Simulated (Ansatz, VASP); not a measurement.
## Be2Ge: VASP beside Ansatz

Wanted: the spread between two codes on one cell, functional and k mesh. The cell is generated by rule, not measured, and may not be a known phase. The cell is taken from a series of runs on this material, whose earlier steps may have relaxed, scaled, displaced or heated it; both programs get it as it stands.

Method: plane waves, with VASP 6.6.1 beside it; zone-centre phonons at PBEsol, in Ansatz 0.2.0.

The structure was built from a prototype and need not be the compound's stable phase.

### 1. The structure

It takes space group Cmcm (No. 63, orthorhombic). Conventional cell: a = 5.432 Å, b = 5.345 Å, c = 5.194 Å, α = 90.00°, β = 90.00°, γ = 90.00°. Nearest to Ge lie 8 Be at 2.31 to 2.32 Å. Nearest to Be lie 4 Ge at 2.31 to 2.32 Å and 1 Be at 2.38 Å. Farther neighbours are not listed.

As a file:

```xyz
6
Lattice="0.0000 -2.7159 -2.6723 0.0000 2.7159 -2.6723 5.1942 0.0000 0.0000" Properties=species:S:1:pos:R:3 pbc="T T T"
Ge    2.5971    0.0000   -2.8370
Ge    0.0000    0.0000   -5.1797
Be    3.8957    1.1905   -1.3361
Be    1.2986   -1.1905   -1.3361
Be    1.2986    1.1905   -1.3361
Be    3.8957   -1.1905   -1.3361
```

### 2. VASP: zone-centre phonons, PBEsol

Second derivatives magnify differences that forces hide, and they need a tight electronic threshold.

Lines of VASP's logs that name or quote its potential files are left out, and so is its time.

INCAR reads:

```
SYSTEM = Be2Ge
PREC = Accurate
ENCUT = 600
EDIFF = 1E-08
NELM = 120
ISMEAR = 1
SIGMA = 0.15
LREAL = .FALSE.
ALGO = Normal
GGA = PS
NBANDS = 24
LORBIT = 11
LWAVE = .FALSE.
LCHARG = .FALSE.
ISIF = 2
IBRION = 8
LASPH = .TRUE.
GGA_COMPAT = .FALSE.
KPAR = 2
```

POSCAR reads:

```
Be2Ge
1.0
    0.0000000000     -2.7158777694     -2.6722503250
    0.0000000000      2.7158777694     -2.6722503250
    5.1942327268      0.0000000000      0.0000000000
Ge Be
2 4
Direct
    0.5308275751      0.5308275751      0.5000000000
    0.9691724249      0.9691724249      0.0000000000
    0.0308172686      0.4691827314      0.7500000000
    0.4691827314      0.0308172686      0.2500000000
    0.0308172686      0.4691827314      0.2500000000
    0.4691827314      0.0308172686      0.7500000000
```

KPOINTS reads:

```
Automatic mesh
0
Gamma
8 8 6
0 0 0
```

The projector-augmented-wave data sets are Ge_d and Be (PBE family, release 64).

Launch:

```bash
> mpirun -np 2 vasp_std
```

Numbers of over 12 decimals in the logs are rounded to 6 here.

Log:

```text
[banner, memory and clock lines left out]
running    2 mpi-ranks, on    1 nodes
 distrk:  each k-point on    1 cores,    2 groups
 distr:  one band on    1 cores,    1 groups

 POSCAR found type information on POSCAR GeBe
 POSCAR found :  2 types and       6 ions
|                                                                             |
|               ----> ADVICE to this user running VASP <----                  |
|                                                                             |
|     You enforced a specific xc type in the INCAR file but a different       |
|     [... a line on the potential file left out ...]
|     I HOPE YOU KNOW WHAT YOU ARE DOING!                                     |
|                                                                             |

 LDA part: xc-table for (Slater+PW92), standard interpolation
 POSCAR, INCAR and KPOINTS ok, starting setup
 FFT: planning ... GRIDC
 FFT: planning ... GRID_SOFT
 FFT: planning ... GRID
 WAVECAR not read
 entering main loop
       N       E                     dE             d eps       ncg     rms          rms(c)
DAV:   1     0.255318704626E+03    0.25532E+03   -0.18901E+04  4664   0.370E+03
DAV:   2     0.168438626254E+02   -0.23847E+03   -0.23194E+03  4064   0.728E+02
DAV:   3    -0.234321123100E+02   -0.40276E+02   -0.39852E+02  5152   0.169E+02
DAV:   4    -0.248644675689E+02   -0.14324E+01   -0.14319E+01  4808   0.372E+01
DAV:   5    -0.248916874782E+02   -0.27220E-01   -0.27219E-01  5176   0.591E+00    0.454E+00
DAV:   6    -0.246807117282E+02    0.21098E+00   -0.93684E-02  5312   0.403E+00    0.254E+00
DAV:   7    -0.245840916648E+02    0.96620E-01   -0.11191E-01  5008   0.336E+00    0.269E-01
DAV:   8    -0.245837210310E+02    0.37063E-03   -0.11438E-02  4968   0.149E+00    0.106E-01
DAV:   9    -0.245837443500E+02   -0.23319E-04   -0.70644E-04  5048   0.308E-01    0.325E-02
DAV:  10    -0.245837549944E+02   -0.10644E-04   -0.50389E-05  5104   0.101E-01    0.100E-02
DAV:  11    -0.245837564306E+02   -0.14362E-05   -0.55397E-06  4968   0.195E-02    0.196E-03
DAV:  12    -0.245837565191E+02   -0.88453E-07   -0.10369E-06  5048   0.128E-02    0.868E-04
DAV:  13    -0.245837565981E+02   -0.79005E-07   -0.88858E-08  5016   0.295E-03    0.458E-04
DAV:  14    -0.245837565956E+02    0.24811E-08   -0.17538E-08  3352   0.200E-03
   1 F= -.24583757E+02 E0= -.24583916E+02  d E =0.478946E-03
 Linear response reoptimize wavefunctions to high precision
DAV:   1    -0.245837565837E+02    0.11844E-07   -0.26381E-09  3576   0.599E-04
DAV:   2    -0.245837565838E+02   -0.46384E-10   -0.32848E-10  2792   0.186E-04
 Linear response DOF=           6
 Linear response progress:
  Degree of freedom:   1/  6
       N       E                     dE             d eps       ncg     rms          rms(c)
RMM:   1    -0.194132572425E+00   -0.19413E+00    0.10116E+01  6616   0.574E+01
RMM:   2    -0.203343008841E+00   -0.92104E-02   -0.13536E-02 10002   0.760E-01    0.105E-01
RMM:   3    -0.203350591731E+00   -0.75829E-05   -0.11119E-03  9578   0.191E-01    0.482E-02
RMM:   4    -0.203496033304E+00   -0.14544E-03   -0.10009E-04 10495   0.674E-02    0.222E-02
RMM:   5    -0.203601109031E+00   -0.10508E-03   -0.35516E-05 10367   0.286E-02    0.398E-03
RMM:   6    -0.203613210943E+00   -0.12102E-04    0.80760E-07 10544   0.943E-03    0.197E-03
RMM:   7    -0.203602649923E+00    0.10561E-04   -0.10721E-06 10668   0.307E-03    0.638E-04
RMM:   8    -0.203600721092E+00    0.19288E-05   -0.12256E-07 10774   0.972E-04    0.116E-04
RMM:   9    -0.203601100158E+00   -0.37907E-06   -0.39544E-06 10467   0.360E-04    0.323E-05
RMM:  10    -0.203600221860E+00    0.87830E-06    0.11084E-06 10874   0.126E-04    0.823E-06
RMM:  11    -0.203600362672E+00   -0.14081E-06   -0.17343E-07 10881   0.652E-05    0.168E-06
RMM:  12    -0.203600342093E+00    0.20580E-07   -0.14224E-07 10826   0.437E-05    0.709E-07
RMM:  13    -0.203600350816E+00   -0.87229E-08   -0.33220E-07  8886   0.362E-05    0.333E-07
RMM:  14    -0.203600342772E+00    0.80435E-08   -0.15462E-07  8345   0.331E-05    0.160E-07
RMM:  15    -0.203600332075E+00    0.10697E-07   -0.12564E-07  7782   0.323E-05    0.493E-08
 first order change of Fermi-energy  -0.38941E-04
 force on displaced ion       1 direction 1 :  -9.759   0.000  -0.004
 Linear response progress:
  Degree of freedom:   2/  6
       N       E                     dE             d eps       ncg     rms          rms(c)
RMM:   1    -0.188109660534E+00   -0.18811E+00    0.96604E+00  7889   0.563E+01
RMM:   2    -0.197438195436E+00   -0.93285E-02   -0.12942E-02 11798   0.743E-01    0.105E-01
RMM:   3    -0.197666846764E+00   -0.22865E-03   -0.56737E-04 12020   0.172E-01    0.575E-02
RMM:   4    -0.198081204089E+00   -0.41436E-03   -0.19623E-04 12474   0.892E-02    0.966E-03
RMM:   5    -0.198048855104E+00    0.32349E-04   -0.10098E-05 12695   0.208E-02    0.287E-03
RMM:   6    -0.198051479085E+00   -0.26240E-05   -0.15015E-06 12981   0.623E-03    0.188E-03
RMM:   7    -0.198037007375E+00    0.14472E-04   -0.16896E-07 12864   0.224E-03    0.235E-04
RMM:   8    -0.198042060630E+00   -0.50533E-05   -0.77430E-08 12095   0.106E-03    0.207E-04
RMM:   9    -0.198040306859E+00    0.17538E-05    0.97448E-08 12049   0.279E-04    0.420E-05
RMM:  10    -0.198039925617E+00    0.38124E-06    0.11011E-08 13134   0.122E-04    0.194E-05
RMM:  11    -0.198039715882E+00    0.20973E-06    0.22589E-08 12950   0.621E-05    0.118E-06
RMM:  12    -0.198039727596E+00   -0.11714E-07    0.12783E-08 13054   0.428E-05    0.777E-07
RMM:  13    -0.198039726444E+00    0.11522E-08    0.21172E-08 10999   0.354E-05    0.520E-07
 first order change of Fermi-energy   0.16025E-04
 force on displaced ion       1 direction 2 :  -0.000  -9.697  -0.000
 Linear response progress:
  Degree of freedom:   3/  6
       N       E                     dE             d eps       ncg     rms          rms(c)
RMM:   1    -0.188188571834E+00   -0.18819E+00    0.97532E+00  4879   0.565E+01
RMM:   2    -0.197215994759E+00   -0.90274E-02   -0.12651E-02  7043   0.763E-01    0.101E-01
RMM:   3    -0.197496736602E+00   -0.28074E-03   -0.70677E-04  7301   0.200E-01    0.560E-02
RMM:   4    -0.197891497964E+00   -0.39476E-03   -0.18120E-04  7145   0.876E-02    0.939E-03
RMM:   5    -0.197868979831E+00    0.22518E-04    0.77265E-06  7679   0.245E-02    0.323E-03
RMM:   6    -0.197866891601E+00    0.20882E-05    0.48615E-06  7834   0.643E-03    0.185E-03
RMM:   7    -0.197856594141E+00    0.10297E-04    0.32146E-06  7786   0.201E-03    0.239E-04
RMM:   8    -0.197859328949E+00   -0.27348E-05   -0.38567E-07  7072   0.761E-04    0.155E-04
RMM:   9    -0.197858109810E+00    0.12191E-05    0.34191E-07  7493   0.278E-04    0.139E-05
RMM:  10    -0.197858074782E+00    0.35028E-07   -0.21447E-08  7900   0.117E-04    0.683E-06
RMM:  11    -0.197857988102E+00    0.86680E-07    0.40572E-08  7657   0.567E-05    0.320E-06
RMM:  12    -0.197858023377E+00   -0.35275E-07    0.73662E-08  7528   0.445E-05    0.718E-07
RMM:  13    -0.197858018538E+00    0.48391E-08    0.72551E-08  8022   0.353E-05    0.398E-07
 first order change of Fermi-energy  -0.28330E+00
 force on displaced ion       1 direction 3 :  -0.000   0.000  -9.362
 Linear response progress:
  Degree of freedom:   4/  6
       N       E                     dE             d eps       ncg     rms          rms(c)
RMM:   1    -0.133800532283E-01   -0.13380E-01   -0.10220E-02 13329   0.187E+00
RMM:   2    -0.968151175498E-02    0.36985E-02   -0.44651E-03 15195   0.978E-01    0.550E-02
RMM:   3    -0.980436960717E-02   -0.12286E-03   -0.96677E-04 15392   0.415E-01    0.304E-02
RMM:   4    -0.986018688444E-02   -0.55817E-04   -0.20328E-04 15675   0.875E-02    0.744E-03
RMM:   5    -0.987403046436E-02   -0.13844E-04   -0.64510E-05 17285   0.314E-02    0.352E-03
RMM:   6    -0.987405799870E-02   -0.27534E-07   -0.60550E-05 16220   0.109E-02    0.942E-04
RMM:   7    -0.987208277300E-02    0.19752E-05   -0.34483E-05 16779   0.551E-03    0.432E-04
RMM:   8    -0.987014916824E-02    0.19336E-05   -0.19181E-05 16227   0.191E-03    0.183E-04
RMM:   9    -0.986921730353E-02    0.93186E-06   -0.11215E-05 16600   0.109E-03    0.470E-05
RMM:  10    -0.986857567470E-02    0.64163E-06   -0.49043E-06 16893   0.427E-04    0.241E-05
RMM:  11    -0.986826946103E-02    0.30621E-06   -0.19272E-06 16962   0.218E-04    0.803E-06
RMM:  12    -0.986815974103E-02    0.10972E-06   -0.85851E-07 17096   0.898E-05    0.442E-06
RMM:  13    -0.986812186581E-02    0.37875E-07   -0.43984E-07 16421   0.378E-05    0.256E-06
RMM:  14    -0.986811007165E-02    0.11794E-07   -0.35150E-07 15789   0.245E-05    0.511E-07
RMM:  15    -0.986810072959E-02    0.93421E-08   -0.21350E-07 11782   0.152E-05    0.315E-07
RMM:  16    -0.986809763566E-02    0.30939E-08   -0.20363E-07 11464   0.112E-05    0.955E-08
 first order change of Fermi-energy   0.15314E-05
 force on displaced ion       3 direction 1 :  -6.005  -0.000  -0.612
 Linear response progress:
  Degree of freedom:   5/  6
       N       E                     dE             d eps       ncg     rms          rms(c)
RMM:   1    -0.107088100359E-01   -0.10709E-01   -0.21661E-03  9729   0.622E-01
RMM:   2    -0.951325995371E-02    0.11956E-02   -0.98623E-04  8799   0.221E-01    0.681E-02
RMM:   3    -0.943098342233E-02    0.82277E-04   -0.13635E-04  8417   0.967E-02    0.339E-02
RMM:   4    -0.953825261686E-02   -0.10727E-03   -0.11268E-04  9536   0.647E-02    0.587E-03
RMM:   5    -0.954282394494E-02   -0.45713E-05   -0.83406E-06  9233   0.168E-02    0.206E-03
RMM:   6    -0.955164234766E-02   -0.88184E-05   -0.83764E-07  9103   0.519E-03    0.656E-04
RMM:   7    -0.954804607746E-02    0.35963E-05   -0.13685E-07  9885   0.235E-03    0.280E-04
RMM:   8    -0.954888813123E-02   -0.84205E-06    0.57155E-08  9454   0.640E-04    0.879E-05
RMM:   9    -0.954909143558E-02   -0.20330E-06    0.40278E-08 10243   0.233E-04    0.325E-05
RMM:  10    -0.954900518092E-02    0.86255E-07    0.23512E-08 10133   0.665E-05    0.808E-06
RMM:  11    -0.954902591108E-02   -0.20730E-07   -0.65309E-09  9681   0.231E-05    0.324E-06
RMM:  12    -0.954901963447E-02    0.62766E-08    0.26399E-08 10381   0.121E-05    0.616E-07
 first order change of Fermi-energy   0.22166E+00
 force on displaced ion       3 direction 2 :   0.000  -5.213   0.000
 Linear response progress:
  Degree of freedom:   6/  6
       N       E                     dE             d eps       ncg     rms          rms(c)
RMM:   1    -0.103397642263E-01   -0.10340E-01   -0.16960E-03 15292   0.693E-01
RMM:   2    -0.923768631319E-02    0.11021E-02   -0.10020E-03 15101   0.269E-01    0.626E-02
RMM:   3    -0.918006986313E-02    0.57616E-04   -0.18840E-04 14340   0.127E-01    0.319E-02
RMM:   4    -0.927017787170E-02   -0.90108E-04   -0.10239E-04 15343   0.676E-02    0.513E-03
RMM:   5    -0.927199860884E-02   -0.18207E-05   -0.76477E-06 16456   0.214E-02    0.170E-03
RMM:   6    -0.927650532843E-02   -0.45067E-05   -0.10606E-06 17031   0.506E-03    0.757E-04
RMM:   7    -0.927542867401E-02    0.10767E-05   -0.37621E-07 16638   0.173E-03    0.117E-04
RMM:   8    -0.927565196075E-02   -0.22329E-06   -0.39001E-07 16481   0.569E-04    0.717E-05
RMM:   9    -0.927541968591E-02    0.23227E-06   -0.14694E-07 16477   0.244E-04    0.121E-05
RMM:  10    -0.927545801078E-02   -0.38325E-07   -0.55243E-08 16760   0.105E-04    0.106E-05
RMM:  11    -0.927545337634E-02    0.46344E-08   -0.76531E-08 17250   0.375E-05    0.505E-06
 first order change of Fermi-energy  -0.88361E-05
 force on displaced ion       3 direction 3 :  -0.616  -0.001  -4.240
 Linear response finished
```

[end of part 1 of 2]

[Lines on the potential files, build, host, timing and source positions are cut from VASP's logs without a mark.]

[Logs are printed without paths, hosts, clocks, repeated set-up lines and the standing remarks that a program may print on its own settings, such as how far it seeks lower states.]

[Hosts, paths, dates, database ids (printed as entryN), source tags and the programs' standing remarks are cut or masked in the printed files.]
